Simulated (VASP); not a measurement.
# ZnCl4 (Im-3m) in VASP: further runs

The runs below take ZnCl4 through relaxation of cell and atoms, single point, with PBE.

All numbers are computed with VASP 6.6.1; they aren't measurements. Logs are shortened: lines on timing, memory, paths and dates and some standing lists are left out, and cuts for length are marked.

## Step 1: The cell of the first run

Symmetry: Im-3m, No. 229, cubic system. The conventional cell has a = 6.421 Å, b = 6.421 Å, c = 6.421 Å, α = 90.00°, β = 90.00°, γ = 90.00°. Around Zn (site symmetry m-3m) lie 8 Cl at 2.78 Å. Cl (site symmetry -3m) is surrounded by 2 Zn at 2.78 Å.

The cell was built by a generator and needn't be a form met in nature.

## Step 2: Relaxation of cell and atoms, PBE (species swapped into the CrGa4 type (Im-3m, No. 229))

The input, INCAR:

```
SYSTEM = ZnCl4
  PREC = Accurate
  ENCUT = 600
  EDIFF = 1E-6
  ISMEAR = 0
  SIGMA = 0.1
  LREAL = .False.
  LASPH = .True.
  NELM = 100
  ALGO = Fast
  ISIF = 3
  LWAVE = .False.
  LCHARG = .False.
  GGA = PE
  IBRION = 2
  NSW = 100
  EDIFFG = -0.01
```

The input, KPOINTS:

```
Automatic mesh
0
Gamma
  8 8 8
  0 0 0
```

The input, POSCAR:

```
ZnCl4
1.0
   -3.2104600600      3.2104600600      3.2104600600
    3.2104600600     -3.2104600600      3.2104600600
    3.2104600600      3.2104600600     -3.2104600600
Zn Cl
1 4
Direct
    0.0000000000      0.0000000000      0.0000000000
    0.0000000000      0.0000000000      0.5000000000
    0.0000000000      0.5000000000      0.0000000000
    0.5000000000      0.0000000000      0.0000000000
    0.5000000000      0.5000000000      0.5000000000
```

Potentials or basis: VASP PAW PBE potentials, release 64 (Zn, Cl).

Run with:

```sh
cat potpaw_PBE.64/Zn/POTCAR potpaw_PBE.64/Cl/POTCAR > POTCAR
mpirun -np 1 vasp_std > vasp.out
```

OUTCAR:

```text
SYSTEM = ZnCl4
   PREC = Accurate
   ENCUT = 600
   EDIFF = 1E-6
   ISMEAR = 0
   LREAL = .False.
   LASPH = .True.
   NELM = 100
   ISIF = 3
   GGA = PE
   IBRION = 2
   NSW = 100
   EDIFFG = -0.01

 ion  position               nearest neighbor table
   1  0.000  0.000  0.000-   2 2.78   3 2.78   4 2.78   5 2.78   2 2.78   3 2.78   4 2.78   5 2.78

   2  0.000  0.000  0.500-   1 2.78   1 2.78
   3  0.000  0.500  0.000-   1 2.78   1 2.78
   4  0.500  0.000  0.000-   1 2.78   1 2.78
   5  0.500  0.500  0.500-   1 2.78   1 2.78

  LATTYP: Found a body centered cubic cell.
 ALAT       =     6.4209201200

  Lattice vectors:

 A1 = (  -3.2104600600,   3.2104600600,   3.2104600600)
 A2 = (   3.2104600600,  -3.2104600600,   3.2104600600)
 A3 = (   3.2104600600,   3.2104600600,  -3.2104600600)

Analysis of symmetry for initial positions (statically):
=====================================================================
 Subroutine PRICEL returns:
 Original cell was already a primitive cell.

 Routine SETGRP: Setting up the symmetry group for a
 body centered cubic supercell.

 Subroutine GETGRP returns: Found 48 space group operations
 (whereof 48 operations were pure point group operations)
 out of a pool of 48 trial point group operations.

The static configuration has the point symmetry O_h .

Analysis of symmetry for dynamics (positions and initial velocities):
=====================================================================
 Subroutine PRICEL returns:
 Original cell was already a primitive cell.

 Routine SETGRP: Setting up the symmetry group for a
 body centered cubic supercell.

 Subroutine GETGRP returns: Found 48 space group operations
 (whereof 48 operations were pure point group operations)
 out of a pool of 48 trial point group operations.

The dynamic configuration has the point symmetry O_h .

 Subroutine INISYM returns: Found 48 space group operations
 (whereof 48 operations are pure point group operations),
 and found     1 'primitive' translations

----------------------------------------------------------------------------------------

                                     Primitive cell

  volume of cell :     132.3615

  direct lattice vectors                    reciprocal lattice vectors
    -3.210460060  3.210460060  3.210460060     0.000000000  0.155740919  0.155740919
     3.210460060 -3.210460060  3.210460060     0.155740919  0.000000000  0.155740919
     3.210460060  3.210460060 -3.210460060     0.155740919  0.155740919  0.000000000

[... 75 lines left out ...]
   dimension x,y,z NGXF=    96 NGYF=   96 NGZF=   96
   ions per type =               1   4
   NGX,Y,Z   is equivalent  to a cutoff of  14.35, 14.35, 14.35 a.u.
   NGXF,Y,Z  is equivalent  to a cutoff of  28.70, 28.70, 28.70 a.u.
 SYSTEM =  ZnCl4
   PREC   = accura    normal or accurate (medium, high low for compatibility)
   ISTART =      0    job   : 0-new  1-cont  2-samecut
   ICHARG =      2    charge: 1-file 2-atom 10-const
   ISPIN  =      1    spin polarized calculation?
   LNONCOLLINEAR =      F non collinear calculations
   LSORBIT =      F    spin-orbit coupling
   LASPH  =      T    aspherical Exc in radial PAW
   ENCUT  =  600.0 eV  44.10 Ry    6.64 a.u.  11.11 11.11 11.11*2*pi/ulx,y,z
   NELM   =    100;   NELMIN=  2; NELMDL= -5     # of ELM steps
   EDIFF  = 0.1E-05   stopping-criterion for ELM
   LREAL  =      F    real-space projection
   EDIFFG = -.1E-01   stopping-criterion for IOM
   NSW    =    100    number of steps for IOM
   IBRION =      2    ionic relax: 0-MD 1-quasi-New 2-CG
   NFREE  =      1    steps in history (QN), initial steepest desc. (CG)
   ISIF   =      3    stress and relaxation
   ISYM   =      2    0-nonsym 1-usesym 2-fastsym
   POTIM  = 0.5000    time-step for ionic-motion
   TEBEG  =    0.0;   TEEND  =   0.0 temperature during run
   PSTRESS=    0.0 pullay stress
   NELECT =      40.0000    total number of electrons
   NUPDOWN=      -1.0000    fix difference up-down
   EMIN   =  10.00;   EMAX   =-10.00  energy-range for DOS
   EFERMI =   0.00;   METHOD = LEGACY
   ISMEAR =     0;   SIGMA  =   0.10  broadening in eV -4-tet -1-fermi 0-gaus
   EFERMI_NEDOS =   21; number of points for ismear=-14 and -15
   IALGO  =     68    algorithm
   IMIX   =      4    mixing-type and parameters
     AMIX     =   0.40;   BMIX     =  1.00
     AMIX_MAG =   1.60;   BMIX_MAG =  1.00
  volume/ion in A,a.u.               =      26.47       178.64
  Fermi-wavevector in a.u.,A,eV,Ry     =   1.098603  2.076059 16.421268  1.206929
  Thomas-Fermi vector in A             =   2.234984
   LORBIT       =      0    0 simple, 1 ext, 2 COOP (PROOUT), +10 PAW based schemes
   GGA     = PE    functional components
   LHFCALC =     F    Hartree Fock is set to
   AEXX    =    0.0000 exact exchange contribution
   IVDW    =     0    specifies the selected vdW correction
   LEPSILON=     F    determine dielectric tensor
   LRPA    =     F    only Hartree local field effects (RPA)
 conjugate gradient relaxation of ions
 non-spin polarized calculation
 RMM-DIIS sequential band-by-band and
 Gauss-broadening in eV      SIGMA  =   0.10
  energy-cutoff  :      600.00
  volume of cell :      132.36
 maximum number of plane-waves:      4431
 NGX is ok and might be reduce to    48
   NGX = 23   NGY = 23   NGZ = 23

--------------------------------------- Ionic step        1  -------------------------------------------

 number of electron      40.0000012 magnetization

 Free energy of the ion-electron system (eV)
  ---------------------------------------------------
  ext. energy  EPLUGINS =         0.00000000
  ---------------------------------------------------
  free energy    TOTEN  =        -8.46057464 eV

  energy without entropy =       -8.42194765  energy(sigma->0) =       -8.44126114

 E-fermi :  -0.5199     XC(G=0):  -8.2581

 val. band max:       -0.5219179548   @ k =   0.3750   0.1250  -0.0000
 cond. band min:      -0.4963988096   @ k =  -0.3750   0.5000   0.1250
 fundamental gap:      0.0255191452
 Fermi energy:        -0.5198736388

 k-point     1 :       0.0000    0.0000    0.0000
  band No.  band energies     occupation
      1     -14.7585      2.00000
      2     -13.6867      2.00000
      3     -13.6867      2.00000
      4     -13.6867      2.00000
      5      -6.3688      2.00000
      6      -6.3688      2.00000
[... 755 lines left out ...]
--------------------------------------- Ionic step        4  -------------------------------------------

 number of electron      40.0000006 magnetization

 Free energy of the ion-electron system (eV)
  ---------------------------------------------------
  ext. energy  EPLUGINS =         0.00000000
  ---------------------------------------------------
  free energy    TOTEN  =        -8.67405517 eV

  energy without entropy =       -8.64107237  energy(sigma->0) =       -8.65756377

 E-fermi :   0.6626     XC(G=0):  -8.8465

 val. band max:        0.6562624081   @ k =   0.3750   0.1250  -0.0000
 cond. band min:       0.6742675434   @ k =  -0.3750   0.3750   0.3750
 fundamental gap:      0.0180051353
 Fermi energy:         0.6625806801

 k-point     1 :       0.0000    0.0000    0.0000
  band No.  band energies     occupation
      1     -14.2630      2.00000
      2     -12.7882      2.00000
      3     -12.7882      2.00000
      4     -12.7882      2.00000
      5      -5.2498      2.00000
      6      -5.2498      2.00000
[... 671 lines left out ...]
  FREE ENERGIE OF THE ION-ELECTRON SYSTEM (eV)
  ---------------------------------------------------
  free  energy   TOTEN  =        -8.6740551705 eV

  energy  without entropy=       -8.6410723683  energy(sigma->0) =       -8.65756377

 reached required accuracy - stopping structural energy minimisation
```

CONTCAR:

```text
ZnCl4
   1.00000000000000
    -3.0728568174050066    3.0728568174050066    3.0728568174050066
     3.0728568174050066   -3.0728568174050066    3.0728568174050066
     3.0728568174050066    3.0728568174050066   -3.0728568174050066
  Zn              Cl
     1     4
Direct
     1.0000000000000000    1.0000000000000000    1.0000000000000000
     0.0000000000000000    0.0000000000000000    0.5000000000000000
     0.0000000000000000    0.5000000000000000    1.0000000000000000
     0.5000000000000000    1.0000000000000000    0.0000000000000000
     0.5000000000000000    0.5000000000000000    0.5000000000000000

  0.00000000E+00  0.00000000E+00  0.00000000E+00
  0.00000000E+00  0.00000000E+00  0.00000000E+00
  0.00000000E+00  0.00000000E+00  0.00000000E+00
  0.00000000E+00  0.00000000E+00  0.00000000E+00
  0.00000000E+00  0.00000000E+00  0.00000000E+00
```

It took 5 min on 1 thread of AMD EPYC 9R45 (Zen 5), shared host; peak memory 0.36 GiB.

What came out:

| Property | Result |
| --- | --- |
| Free energy | -8.6741 eV |
| Relaxed volume | 23.21 Å³/atom |
| Relaxed cell | a = 5.322 Å, b = 5.322 Å, c = 5.322 Å, α = 109.47°, β = 109.47°, γ = 109.47° |
| Space group after relaxing (to 0.05 Å) | Im-3m (No. 229) |
| Energy gained by relaxing | 42.7 meV/atom |
| Ionic steps | 4 |
| Pressure after relaxing | 0.0 GPa |
| Band gap on the k mesh | none (metal or under the smearing width) |

Step by step:
```
step  energy change (eV)  largest force (eV/Å)  pressure (GPa)  volume (Å³)
   1              0.0000                0.0000           -3.68       132.36
   2             -0.1901                0.0000           -1.46       121.04
   3             -0.2133                0.0000           -0.15       116.54
   4             -0.2135                0.0000            0.03       116.06
```

Final structure:
```yaml
crystal:
  lattice:
    - [-3.07286, 3.07286, 3.07286]
    - [3.07286, -3.07286, 3.07286]
    - [3.07286, 3.07286, -3.07286]
  atoms:
    - { symbol: Zn, position: [0.00000, 0.00000, 0.00000] }
    - { symbol: Cl, position: [0.00000, 0.00000, 0.50000] }
    - { symbol: Cl, position: [0.00000, 0.50000, 0.00000] }
    - { symbol: Cl, position: [0.50000, 0.00000, 0.00000] }
    - { symbol: Cl, position: [0.50000, 0.50000, 0.50000] }
```

## Step 3: Single point, PBE (species swapped into the CrGa4 type (Im-3m, No. 229))

The input, INCAR:

```
SYSTEM = ZnCl4
ALGO     = Normal         ! electronic algorithm
EDIFF    = 1E-6           ! SCF threshold, eV
ENCUT    = 520            ! plane-wave cutoff, eV
GGA      = PE             ! functional
ISIF     = 2              ! what is computed and relaxed
ISMEAR   = 0              ! smearing method
LASPH    = .True.         ! aspherical terms in the spheres
LCHARG   = .False.        ! write CHGCAR
LREAL    = .False.        ! projectors in reciprocal space
LWAVE    = .False.        ! write WAVECAR
NBANDS   = 28             ! bands
NELM     = 100            ! most SCF steps
PREC     = Accurate       ! precision mode
SIGMA    = 0.1            ! smearing width, eV
```

The input, KPOINTS:

```
k-points
0
Gamma
  4 4 4
  0 0 0
```

POSCAR is that of step 2.

Potentials or basis: VASP PAW PBE potentials, release 64 (Zn, Cl).

Run with:

```sh
cat potpaw_PBE.64/Zn/POTCAR potpaw_PBE.64/Cl/POTCAR > POTCAR
mpirun -np 1 vasp_std > vasp.out
```

OUTCAR:

```text
SYSTEM = ZnCl4
   EDIFF = 1E-6
   ENCUT = 520
   GGA = PE
   ISIF = 2
   ISMEAR = 0
   LASPH = .True.
   LREAL = .False.
   NELM = 100
   PREC = Accurate

 ion  position               nearest neighbor table
   1  0.000  0.000  0.000-   2 2.78   3 2.78   4 2.78   5 2.78   2 2.78   3 2.78   4 2.78   5 2.78

   2  0.000  0.000  0.500-   1 2.78   1 2.78
   3  0.000  0.500  0.000-   1 2.78   1 2.78
   4  0.500  0.000  0.000-   1 2.78   1 2.78
   5  0.500  0.500  0.500-   1 2.78   1 2.78

  LATTYP: Found a body centered cubic cell.
 ALAT       =     6.4209201200

  Lattice vectors:

 A1 = (  -3.2104600600,   3.2104600600,   3.2104600600)
 A2 = (   3.2104600600,  -3.2104600600,   3.2104600600)
 A3 = (   3.2104600600,   3.2104600600,  -3.2104600600)

Analysis of symmetry for initial positions (statically):
=====================================================================
 Subroutine PRICEL returns:
 Original cell was already a primitive cell.

 Routine SETGRP: Setting up the symmetry group for a
[... 158 lines left out ...]

 E-fermi :  -0.5124     XC(G=0):  -8.2590

 val. band max:       -0.5617745745   @ k =   0.0000   0.0000   0.0000
 cond. band min:      -0.4995033928   @ k =   0.5000   0.0000   0.0000
 fundamental gap:      0.0622711817
 Fermi energy:        -0.5123875627

 k-point     1 :       0.0000    0.0000    0.0000
  band No.  band energies     occupation
      1     -14.7669      2.00000
      2     -13.6958      2.00000
      3     -13.6958      2.00000
      4     -13.6958      2.00000
      5      -6.3545      2.00000
      6      -6.3545      2.00000
[... 237 lines left out ...]
     27       9.6499      0.00000
     28       9.6499      0.00000

------------------------ aborting loop because EDIFF is reached ----------------------------------------

  FORCE on cell =-STRESS in cart. coord.  units (eV):
  Direction    XX          YY          ZZ          XY          YZ          ZX
  --------------------------------------------------------------------------------------
  -------------------------------------------------------------------------------------
  Total       -3.1270391     -3.1270391     -3.1270391      0.0000000      0.0000000      0.0000000
  in kB      -37.8514117    -37.8514117    -37.8514117      0.0000000      0.0000000      0.0000000
  external PRESSURE =     -37.8514117 kB  Pullay stress =       0.0000000 kB

 VOLUME and BASIS-vectors are now :
 -----------------------------------------------------------------------------
  energy-cutoff  :      520.00
  volume of cell :      132.36
      direct lattice vectors                 reciprocal lattice vectors
    -3.210460060  3.210460060  3.210460060     0.000000000  0.155740919  0.155740919
     3.210460060 -3.210460060  3.210460060     0.155740919  0.000000000  0.155740919
     3.210460060  3.210460060 -3.210460060     0.155740919  0.155740919  0.000000000

 POSITION                                       TOTAL-FORCE (eV/Angst)
 -----------------------------------------------------------------------------------
      0.00000      0.00000      0.00000         0.000000     -0.000000      0.000000
      1.60523      1.60523     -1.60523        -0.000000      0.000000     -0.000000
      1.60523     -1.60523      1.60523         0.000000     -0.000000      0.000000
     -1.60523      1.60523      1.60523        -0.000000      0.000000     -0.000000
      1.60523      1.60523      1.60523         0.000000     -0.000000      0.000000
 -----------------------------------------------------------------------------------
    total drift:                               -0.000000     -0.000000      0.000000

  FREE ENERGIE OF THE ION-ELECTRON SYSTEM (eV)
  ---------------------------------------------------
  free  energy   TOTEN  =        -8.4717866969 eV

  energy  without entropy=       -8.4314229027  energy(sigma->0) =       -8.45160480
```

OSZICAR:

```text
N       E                     dE             d eps       ncg     rms          rms(c)
DAV:   1     0.329061001490E+03    0.32906E+03   -0.17899E+04   448   0.137E+03
DAV:   2     0.279577262419E+02   -0.30110E+03   -0.28834E+03   536   0.312E+02
DAV:   3    -0.845796015237E+01   -0.36416E+02   -0.35825E+02   508   0.114E+02
DAV:   4    -0.947482567713E+01   -0.10169E+01   -0.10122E+01   544   0.211E+01
DAV:   5    -0.949256525605E+01   -0.17740E-01   -0.17735E-01   528   0.276E+00    0.604E+00
DAV:   6    -0.861940124120E+01    0.87316E+00   -0.16196E+00   604   0.383E+01    0.445E+00
DAV:   7    -0.848364639375E+01    0.13575E+00   -0.55383E-01   516   0.482E+00    0.180E+00
DAV:   8    -0.847207672415E+01    0.11570E-01   -0.36147E-02   536   0.125E+00    0.651E-01
DAV:   9    -0.847147805126E+01    0.59867E-03   -0.60767E-03   516   0.521E-01    0.180E-01
DAV:  10    -0.847174265541E+01   -0.26460E-03   -0.66906E-04   520   0.193E-01    0.560E-02
DAV:  11    -0.847178200661E+01   -0.39351E-04   -0.34397E-05   504   0.537E-02    0.121E-02
DAV:  12    -0.847178514378E+01   -0.31372E-05   -0.82291E-06   520   0.225E-02    0.547E-03
DAV:  13    -0.847178618511E+01   -0.10413E-05   -0.11761E-06   372   0.101E-02    0.173E-03
DAV:  14    -0.847178669688E+01   -0.51177E-06   -0.41667E-07   308   0.401E-03
   1 F= -.84717867E+01 E0= -.84516048E+01  d E =-.403638E-01
```

stdout:

```text
POSCAR found type information on POSCAR ZnCl
 POSCAR found :  2 types and       5 ions
 scaLAPACK will be used
 LDA part: xc-table for (Slater+PW92), standard interpolation
 POSCAR, INCAR and KPOINTS ok, starting setup
 FFT: planning ... GRIDC
 FFT: planning ... GRID_SOFT
 FFT: planning ... GRID
 WAVECAR not read
 entering main loop
```

Run time: 21 s. Hardware: 1 thread of AMD EPYC 9R45 (Zen 5), shared host; peak memory 0.22 GiB.

Results:

* Free energy: -8.4718 eV
* Pressure: -3.8 GPa
* Band gap on the k mesh: none (metal or under the smearing width)

Levels at points of the mesh, in eV from the Fermi level:
```tsv
k point	band 17	band 18	band 19	band 20	band 21	band 22
(0.00, 0.00, 0.00)	-0.34	-0.34	-0.08	-0.05	0.48	0.48
(0.50, 0.00, 0.00)	-1.25	-1.07	-0.97	0.01	0.06	2.82
(0.50, 0.50, 0.50)	-0.08	-0.08	0.18	0.18	0.18	4.55
```
